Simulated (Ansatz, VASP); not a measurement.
## Two plane-wave programs on As3O

```xyz
8
Lattice="4.7234 0.0000 0.0000 -2.3617 4.0906 0.0000 0.0000 0.0000 6.7839" Properties=species:S:1:pos:R:3 pbc="T T T"
As    0.0000    0.0000    1.6960
As    0.0000    0.0000    5.0879
As    0.0000    2.7270    6.5140
As    2.3617    1.3635    0.2699
As    2.3617    1.3635    3.1220
As    0.0000    2.7270    3.6619
O     0.0000    2.7270    1.6960
O     2.3617    1.3635    5.0879
```

Change from the starting cell: species swapped into the Mg3Au type (P6_3/mmc, No. 194).

Alike in both runs: functional PBE; k mesh 6 × 6 × 2; occupations gaussian, width 0.1 eV; no spin polarisation.

Ansatz relaxed the structure, and its values are those at the end. VASP's run is a single point on that final structure, the one shown.

|  | VASP | Ansatz |
| --- | --- | --- |
| version | VASP 6.6.1 | Ansatz 0.2.0 |
| potentials or method | VASP PAW PBE potentials, release 64 (As, O) | scalar-relativistic, plane waves, PAW |
| plane-wave cutoff (eV) | 520 | 420 |
| valence electrons in the cell | 42 | 102 |

VASP gave:

- gap on the k mesh at the Fermi level (eV): none
- pressure (GPa): 0.0
- rms of the force components (eV/Å): 0.018

Q: Which values does Ansatz return?

A: gap on the k mesh at the Fermi level (eV): none; pressure (GPa): -0.2; rms of the force components (eV/Å): 0.000.

A gap of «none» marks a metal or a gap that the smearing closes. The two sets of potentials don't hold the same shells in valence.

Caveats: the k mesh is coarse (spacing up to 0.46 Å⁻¹), so the values aren't converged.
